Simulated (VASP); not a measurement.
Input:

```
CELL_PARAMETERS angstrom
      1.80236    -3.12178     0.00000
      1.80236     3.12178     0.00000
      0.00000     0.00000     5.70821
ATOMIC_POSITIONS crystal
  Zr 0.00000 0.00000 0.00000
  S  0.33333 0.66667 0.24970
  S  0.66667 0.33333 0.75030
```

All values below come from optB88-vdW, VASP's PBE PAW potentials (set 64) (plane waves; VASP). Numerical set-up: 520 eV cut-off, 7×7×4 Γ-centred mesh, Gaussian smearing of 0.050 eV, potentials Zr_sv S.

Problem. The ions and cell shape at fixed volume are relaxed. Give the cell that the relaxation ends in.

Solution. 
```
CELL_PARAMETERS angstrom
      1.81747    -3.14796     0.00000
      1.81747     3.14796     0.00000
      0.00000     0.00000     5.61368
ATOMIC_POSITIONS crystal
  Zr 0.00000 0.00000 0.00000
  S  0.33333 0.66667 0.26085
  S  0.66667 0.33333 0.73915
```
Space group P-3m1 (164), at a tolerance of 0.03 Å.

Problem. How much energy does the relaxation gain?

Solution. The energy (σ→0) changes by -16.3 meV/atom, in 5 ionic steps.

The compound is ZrS2 in the 1T layered structure. This cell is one point of a volume scan, at 0.94 of the reference volume. Symmetry was kept, so distortions that lower it aren't found.
